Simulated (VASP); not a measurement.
# LiCd2 (P-3m1) in VASP: single point with PBE

Aim: the single point of LiCd2 with PBE.

All numbers are computed with VASP 6.6.1; they aren't measurements. Logs are shortened: lines on timing, memory, paths and dates and some standing lists are left out, and cuts for length are marked.

### Step 1. Starting point

It takes space group P-3m1 (No. 164, trigonal). Conventional cell: a = 3.476 Å, b = 3.476 Å, c = 5.743 Å, α = 90.00°, β = 90.00°, γ = 120.00°. Li (site symmetry -3m) has 6 Cd at 2.44 Å as nearest neighbours. Cd (site symmetry 3m) has 3 Li at 2.44 Å as nearest neighbours.

The cell was built by a generator and needn't be a form met in nature.

### Step 2. Single point, PBE

The input, INCAR:

```
ALGO = Fast
EDIFF = 1E-6
ENCUT = 520
GGA = PE
ISIF = 2
ISMEAR = -1
LASPH = True
LCHARG = False
LREAL = False
LWAVE = False
NBANDS = 20
NELM = 100
PREC = Accurate
SIGMA = 0.0217
```

The input, KPOINTS:

```
k-points
0
Gamma
  11 11 6
```

The input, POSCAR:

```
LiCd2
1.0
    3.4761620000      0.0000000000      0.0000000000
   -1.7380810000      3.0104450000      0.0000000000
    0.0000000000      0.0000000000      5.7426930000
Li Cd
1 2
Direct
    0.0000000000      0.0000000000      0.0000000000
    0.3333000000      0.6667000000      0.7576300000
    0.6667000000      0.3333000000      0.2423700000
```

Potentials or basis: VASP PAW PBE potentials, release 64 (Li_sv, Cd).

Started as:

```bash
cat potpaw_PBE.64/Li_sv/POTCAR potpaw_PBE.64/Cd/POTCAR > POTCAR
mpirun -np 1 vasp_std > vasp.out
```

OUTCAR:

```text
EDIFF = 1E-6
   ENCUT = 520
   GGA = PE
   ISIF = 2
   ISMEAR = -1
   LASPH = True
   LREAL = False
   NELM = 100
   PREC = Accurate

 ion  position               nearest neighbor table
   1  0.000  0.000  0.000-   2 2.44   3 2.44   3 2.44   2 2.44   3 2.44   2 2.44
   2  0.333  0.667  0.758-   1 2.44   1 2.44   1 2.44   3 3.43   3 3.43   3 3.43   3 3.58   3 3.58
                             3 3.58
   3  0.667  0.333  0.242-   1 2.44   1 2.44   1 2.44   2 3.43   2 3.43   2 3.43   2 3.58   2 3.58
                             2 3.58

  LATTYP: Found a hexagonal cell.
 ALAT       =     3.4761620000
 C/A-ratio  =     1.6520211083

  Lattice vectors:

 A1 = (   3.4761620000,   0.0000000000,   0.0000000000)
 A2 = (  -1.7380810000,   3.0104450000,   0.0000000000)
 A3 = (   0.0000000000,   0.0000000000,   5.7426930000)

Analysis of symmetry for initial positions (statically):
=====================================================================
 Subroutine PRICEL returns:
 Original cell was already a primitive cell.

 Routine SETGRP: Setting up the symmetry group for a
 hexagonal supercell.

 Subroutine GETGRP returns: Found  4 space group operations
 (whereof  4 operations were pure point group operations)
 out of a pool of 24 trial point group operations.

The static configuration has the point symmetry C_2h.

Analysis of symmetry for dynamics (positions and initial velocities):
=====================================================================
 Subroutine PRICEL returns:
 Original cell was already a primitive cell.

 Routine SETGRP: Setting up the symmetry group for a
 hexagonal supercell.

 Subroutine GETGRP returns: Found  4 space group operations
 (whereof  4 operations were pure point group operations)
 out of a pool of 24 trial point group operations.

The dynamic configuration has the point symmetry C_2h.

 Subroutine INISYM returns: Found  4 space group operations
 (whereof  4 operations are pure point group operations),
 and found     1 'primitive' translations

----------------------------------------------------------------------------------------

                                     Primitive cell

  volume of cell :      60.0961

  direct lattice vectors                    reciprocal lattice vectors
     3.476162000  0.000000000  0.000000000     0.287673589  0.166088402  0.000000000
    -1.738081000  3.010445000  0.000000000     0.000000000  0.332176804  0.000000000
     0.000000000  0.000000000  5.742693000     0.000000000  0.000000000  0.174134330

  length of vectors
     3.476162000  3.476162347  5.742693000     0.332176838  0.332176804  0.174134330

  position of ions in fractional coordinates (direct lattice)
     0.000000000  0.000000000  0.000000000
     0.333300000  0.666700000  0.757630000
     0.666700000  0.333300000  0.242370000

  ion indices of the primitive-cell ions
   primitive index   ion index
                 1           1
                 2           2
                 3           3

----------------------------------------------------------------------------------------

 KPOINTS: k-points

Automatic generation of k-mesh.
 Grid dimensions read from file:
 generate k-points for:   11   11    6

 Generating k-lattice:

  Cartesian coordinates                     Fractional coordinates (reciprocal lattice)
     0.026152144  0.015098946  0.000000000     0.090909091 -0.000000000  0.000000000
     0.000000000  0.030197891  0.000000000     0.000000000  0.090909091  0.000000000
     0.000000000  0.000000000  0.029022388     0.000000000  0.000000000  0.166666667

  Length of vectors
     0.030197894  0.030197891  0.029022388

  Shift w.r.t. Gamma in fractional coordinates (k-lattice)
     0.000000000  0.000000000  0.000000000

 Subroutine IBZKPT returns following result:
 ===========================================

 Found    204 irreducible k-points:

 Following reciprocal coordinates:
            Coordinates               Weight
  0.000000  0.000000  0.000000      1.000000
  0.090909  0.000000  0.000000      4.000000
 -0.090909  0.090909  0.000000      2.000000
  0.181818  0.000000  0.000000      4.000000
 -0.181818  0.181818  0.000000      2.000000
  0.272727  0.000000  0.000000      4.000000
[... 16 lines left out ...]
  0.454545  0.090909  0.000000      4.000000
  0.454545  0.454545  0.000000      2.000000
 [... further k-points ...]
   k-points           NKPTS =    204   k-points in BZ     NKDIM =    204   number of bands    NBANDS=     20
   number of dos      NEDOS =    301   number of ions     NIONS =      3
   total plane-waves  NPLWV =  37632
   dimension x,y,z NGX =    28 NGY =   28 NGZ =   48
   dimension x,y,z NGXF=    56 NGYF=   56 NGZF=   96
   ions per type =               1   2
   NGX,Y,Z   is equivalent  to a cutoff of  13.39, 13.39, 13.90 a.u.
   NGXF,Y,Z  is equivalent  to a cutoff of  26.78, 26.78, 27.79 a.u.
 SYSTEM =  unknown system
   PREC   = accura    normal or accurate (medium, high low for compatibility)
   ISTART =      0    job   : 0-new  1-cont  2-samecut
   ICHARG =      2    charge: 1-file 2-atom 10-const
   ISPIN  =      1    spin polarized calculation?
   LNONCOLLINEAR =      F non collinear calculations
   LSORBIT =      F    spin-orbit coupling
   LASPH  =      T    aspherical Exc in radial PAW
   ENCUT  =  520.0 eV  38.22 Ry    6.18 a.u.   6.46  6.46 10.68*2*pi/ulx,y,z
   NELM   =    100;   NELMIN=  2; NELMDL= -5     # of ELM steps
   EDIFF  = 0.1E-05   stopping-criterion for ELM
   LREAL  =      F    real-space projection
   EDIFFG = 0.1E-04   stopping-criterion for IOM
   NSW    =      0    number of steps for IOM
   IBRION =     -1    ionic relax: 0-MD 1-quasi-New 2-CG
   NFREE  =      0    steps in history (QN), initial steepest desc. (CG)
   ISIF   =      2    stress and relaxation
   ISYM   =      2    0-nonsym 1-usesym 2-fastsym
   POTIM  = 0.5000    time-step for ionic-motion
   TEBEG  =    0.0;   TEEND  =   0.0 temperature during run
   PSTRESS=    0.0 pullay stress
   NELECT =      27.0000    total number of electrons
   NUPDOWN=      -1.0000    fix difference up-down
   EMIN   =  10.00;   EMAX   =-10.00  energy-range for DOS
   EFERMI =   0.00;   METHOD = LEGACY
   ISMEAR =    -1;   SIGMA  =   0.02  broadening in eV -4-tet -1-fermi 0-gaus
   EFERMI_NEDOS =   21; number of points for ismear=-14 and -15
   IALGO  =     68    algorithm
   IMIX   =      4    mixing-type and parameters
     AMIX     =   0.40;   BMIX     =  1.00
     AMIX_MAG =   1.60;   BMIX_MAG =  1.00
  volume/ion in A,a.u.               =      20.03       135.18
  Fermi-wavevector in a.u.,A,eV,Ry     =   1.253855  2.369442 21.390432  1.572152
  Thomas-Fermi vector in A             =   2.387688
   LORBIT       =      0    0 simple, 1 ext, 2 COOP (PROOUT), +10 PAW based schemes
   GGA     = PE    functional components
   LHFCALC =     F    Hartree Fock is set to
   AEXX    =    0.0000 exact exchange contribution
   IVDW    =     0    specifies the selected vdW correction
   LEPSILON=     F    determine dielectric tensor
   LRPA    =     F    only Hartree local field effects (RPA)
 non-spin polarized calculation
 RMM-DIIS sequential band-by-band and
  energy-cutoff  :      520.00
  volume of cell :       60.10
 maximum number of plane-waves:      1653
 NGX is ok and might be reduce to    28
   NGX = 13   NGY = 13   NGZ = 21

 number of electron      27.0000003 magnetization

 Free energy of the ion-electron system (eV)
  ---------------------------------------------------
  ext. energy  EPLUGINS =         0.00000000
  ---------------------------------------------------
  free energy    TOTEN  =        -2.55348583 eV

  energy without entropy =       -2.55139495  energy(sigma->0) =       -2.55244039

 E-fermi :   2.2612     XC(G=0):  -9.9878

 val. band max:        2.2366196992   @ k =  -0.1818  -0.4545   0.5000
 cond. band min:       2.2648697737   @ k =   0.3636   0.3636   0.3333
 fundamental gap:      0.0282500746
 Fermi energy:         2.2611768246

 k-point     1 :       0.0000    0.0000    0.0000
  band No.  band energies     occupation
      1     -44.3026      2.00000
      2      -6.9770      2.00000
      3      -6.7880      2.00000
      4      -6.7880      2.00000
      5      -6.7506      2.00000
      6      -6.6974      2.00000
[... 12 lines left out ...]
     19      11.6615      0.00000
     20      13.9855      0.00000

 k-point     2 :       0.0909    0.0000    0.0000
  band No.  band energies     occupation
      1     -44.3023      2.00000
      2      -6.9474      2.00000
      3      -6.8168      2.00000
      4      -6.7610      2.00000
      5      -6.7206      2.00000
      6      -6.7035      2.00000
[... 12 lines left out ...]
     19      12.0867      0.00000
     20      13.7918      0.00000

 k-point     3 :      -0.0909    0.0909    0.0000
  band No.  band energies     occupation
      1     -44.3023      2.00000
      2      -6.9474      2.00000
      3      -6.8168      2.00000
      4      -6.7610      2.00000
      5      -6.7205      2.00000
      6      -6.7037      2.00000
[... 12 lines left out ...]
     19      12.0865      0.00000
     20      13.6729      0.00000

 k-point     4 :       0.1818    0.0000    0.0000
  band No.  band energies     occupation
      1     -44.3016      2.00000
      2      -6.9238      2.00000
      3      -6.8223      2.00000
      4      -6.7486      2.00000
      5      -6.7247      2.00000
      6      -6.7032      2.00000
[... 429 lines left out ...]
 k-point    23 :       0.4545    0.0909    0.0000
  band No.  band energies     occupation
      1     -44.2992      2.00000
      2      -7.0183      2.00000
      3      -6.9297      2.00000
      4      -6.8882      2.00000
      5      -6.8142      2.00000
      6      -6.7216      2.00000
[... 12 lines left out ...]
     19       9.8765      0.00000
     20      11.2709      0.00000

 k-point    24 :       0.4545    0.4545    0.0000
  band No.  band energies     occupation
      1     -44.2992      2.00000
      2      -7.0183      2.00000
      3      -6.9298      2.00000
      4      -6.8882      2.00000
      5      -6.8142      2.00000
      6      -6.7216      2.00000
[... 12 lines left out ...]
     19       9.8765      0.00000
     20      11.2623      0.00000

 [... further k-points ...]

------------------------ aborting loop because EDIFF is reached ----------------------------------------

  FORCE on cell =-STRESS in cart. coord.  units (eV):
  Direction    XX          YY          ZZ          XY          YZ          ZX
  --------------------------------------------------------------------------------------
  -------------------------------------------------------------------------------------
  Total        2.6073474      2.6057703      3.5022976     -0.0013665      0.0007439     -0.0012884
  in kB       69.5125444     69.4704963     93.3721425     -0.0364308      0.0198319     -0.0343495
  external PRESSURE =      77.4517277 kB  Pullay stress =       0.0000000 kB

 VOLUME and BASIS-vectors are now :
 -----------------------------------------------------------------------------
  energy-cutoff  :      520.00
  volume of cell :       60.10
      direct lattice vectors                 reciprocal lattice vectors
     3.476162000  0.000000000  0.000000000     0.287673589  0.166088402  0.000000000
    -1.738081000  3.010445000  0.000000000     0.000000000  0.332176804  0.000000000
     0.000000000  0.000000000  5.742693000     0.000000000  0.000000000  0.174134330

 POSITION                                       TOTAL-FORCE (eV/Angst)
 -----------------------------------------------------------------------------------
      0.00000      0.00000      0.00000        -0.000000      0.000000      0.000000
     -0.00017      2.00706      4.35084         0.000457     -0.000264     -1.729283
      1.73825      1.00338      1.39186        -0.000457      0.000264      1.729283
 -----------------------------------------------------------------------------------
    total drift:                                0.000000      0.000000      0.000000

  FREE ENERGIE OF THE ION-ELECTRON SYSTEM (eV)
  ---------------------------------------------------
  free  energy   TOTEN  =        -2.5534858269 eV

  energy  without entropy=       -2.5513949457  energy(sigma->0) =       -2.55244039
```

It took 4.8 min on 1 thread of Intel Xeon Platinum 8559C (Emerald Rapids), shared host; peak memory 0.34 GiB.

Results:

| Property | Result |
| --- | --- |
| Free energy | -2.5535 eV |
| Largest force | 1.729 eV/Å |
| Band gap on the k mesh | none (metal or under the smearing width) |

Forces on the atoms (eV/Å):
```
Li   0.000  0.000  0.000
Cd   0.000  0.000 -1.729
Cd   0.000  0.000  1.729
```

Caveat: the cutoff is under 1.25 times the usual one of these potentials, so pressure, stress and relaxed cells hold a basis-set (Pulay) error; forces of over 1 eV/Å show positions far from the minimum, so gaps and moduli don't describe the material at rest.
